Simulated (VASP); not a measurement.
Calculation: PBE GGA, VASP's PBE PAW potentials (set 64) (plane waves; VASP 6.6.1).

VASP input:

File POSCAR:
```
CdSe
1.0
  0.0000000000   3.0855000000   3.0855000000
  3.0855000000   0.0000000000   3.0855000000
  3.0855000000   3.0855000000   0.0000000000
Cd Se
1 1
Cart
  0.0000000000   0.0000000000   0.0000000000
  1.5427500000   1.5427500000   1.5427500000
```

### INCAR
```
! general
SYSTEM   = CdSe
PREC     = Accurate
ENCUT    = 400
LREAL    = .False.
LASPH    = .True.
KSPACING = 0.35
KGAMMA   = .True.

! electronic loop
EDIFF    = 1E-6
NELM     = 100
ALGO     = Normal
LMAXMIX  = 4

! smearing
ISMEAR   = 0
SIGMA    = 0.05

! functional
GGA      = PE

! ions
ISIF     = 2

! output
LWAVE    = .False.
LCHARG   = .False.
```

POTCAR, in this order: Cd Se (PBE.64 set). Program: vasp_std.

Output

OSZICAR:
```
       N       E                     dE             d eps       ncg     rms          rms(c)
DAV:   1     0.890325844244E+02    0.89033E+02   -0.77776E+03   440   0.101E+03
DAV:   2    -0.218786188154E+01   -0.91220E+02   -0.87327E+02   481   0.261E+02
DAV:   3    -0.585688302306E+01   -0.36690E+01   -0.36571E+01   476   0.541E+01
DAV:   4    -0.587525773928E+01   -0.18375E-01   -0.18373E-01   476   0.370E+00
DAV:   5    -0.587536746622E+01   -0.10973E-03   -0.10973E-03   456   0.266E-01    0.597E+00
DAV:   6    -0.551065004891E+01    0.36472E+00   -0.68419E-01   552   0.105E+01    0.471E+00
DAV:   7    -0.548928685101E+01    0.21363E-01   -0.15970E-01   446   0.301E+00    0.206E+00
DAV:   8    -0.549006712020E+01   -0.78027E-03   -0.14164E-02   436   0.175E+00    0.240E-01
DAV:   9    -0.549022786498E+01   -0.16074E-03   -0.19500E-03   481   0.642E-01    0.486E-02
DAV:  10    -0.549030091111E+01   -0.73046E-04   -0.21950E-04   436   0.213E-01    0.459E-02
DAV:  11    -0.549035061618E+01   -0.49705E-04   -0.87134E-05   421   0.721E-02    0.148E-02
DAV:  12    -0.549034957225E+01    0.10439E-05   -0.66237E-06   491   0.372E-02    0.482E-03
DAV:  13    -0.549035029069E+01   -0.71844E-06   -0.23684E-06   397   0.115E-02
   1 F= -.54903503E+01 E0= -.54903503E+01  d E =-.974348E-14
```

OUTCAR:
```
------------------------ aborting loop because EDIFF is reached ----------------------------------------
  FORCE on cell =-STRESS in cart. coord.  units (eV):
  Direction    XX          YY          ZZ          XY          YZ          ZX
  --------------------------------------------------------------------------------------
  Total        0.1671619      0.1671619      0.1671619      0.0000000      0.0000000     -0.0000000
  in kB        4.5587014      4.5587014      4.5587014      0.0000000      0.0000000     -0.0000000
  external PRESSURE =       4.5587014 kB  Pullay stress =       0.0000000 kB
  volume of cell :       58.75
      direct lattice vectors                 reciprocal lattice vectors
     0.000000000  3.085500000  3.085500000    -0.162048290  0.162048290  0.162048290
     3.085500000  0.000000000  3.085500000     0.162048290 -0.162048290  0.162048290
     3.085500000  3.085500000  0.000000000     0.162048290  0.162048290 -0.162048290
  FREE ENERGIE OF THE ION-ELECTRON SYSTEM (eV)
  ---------------------------------------------------
  free  energy   TOTEN  =        -5.4903502907 eV

  energy  without entropy=       -5.4903502907  energy(sigma->0) =       -5.49035029
```
(Selected blocks of OUTCAR.)

**OUTCAR**
```
 val. band max:        0.6105746324   @ k =   0.0000   0.0000   0.0000

 cond. band min:       1.1258172129   @ k =   0.0000   0.0000   0.0000


 Fermi energy:         0.8843495926

 k-point     1 :       0.0000    0.0000    0.0000
  band No.  band energies     occupation
      1     -11.7486      2.00000
      2      -7.1890      2.00000
      3      -7.1890      2.00000
      4      -7.1890      2.00000
      5      -6.8594      2.00000
      6      -6.8594      2.00000
      7       0.6106      2.00000
      8       0.6106      2.00000
      9       0.6106      2.00000
     10       1.1258      0.00000
     11       6.5381      0.00000
     12       6.5381      0.00000
     13       6.5381      0.00000

 k-point     2 :       0.1667    0.0000    0.0000
  band No.  band energies     occupation
      1     -11.6657      2.00000
      2      -7.1633      2.00000
      3      -7.1633      2.00000
      4      -7.1055      2.00000
      5      -6.8599      2.00000
      6      -6.8599      2.00000
      7      -1.0414      2.00000
      8       0.4179      2.00000
      9       0.4179      2.00000
     10       2.4313      0.00000
     11       6.2835      0.00000
     12       6.8443      0.00000
     13       6.8443      0.00000

 k-point     3 :       0.3333    0.0000    0.0000
  band No.  band energies     occupation
      1     -11.4976      2.00000
      2      -7.1207      2.00000
      3      -7.1207      2.00000
      4      -6.8507      2.00000
      5      -6.8507      2.00000
      6      -6.8336      2.00000
      7      -2.7427      2.00000
      8       0.0760      2.00000
      9       0.0760      2.00000
     10       2.9491      0.00000
     11       7.0744      0.00000
     12       7.0888      0.00000
     13       7.0888      0.00000

 k-point     4 :       0.5000    0.0000    0.0000
  band No.  band energies     occupation
      1     -11.4129      2.00000
      2      -7.1055      2.00000
      3      -7.1055      2.00000
...
```

The compound is CdSe in the zinc blende structure, whereas wurtzite is the usual form. The cell was not relaxed at this level. The run is one of a series of settings (KGAMMA = .TRUE., KSPACING = 0.35, KPOINTS file removed against the base run), some of them coarse on purpose.
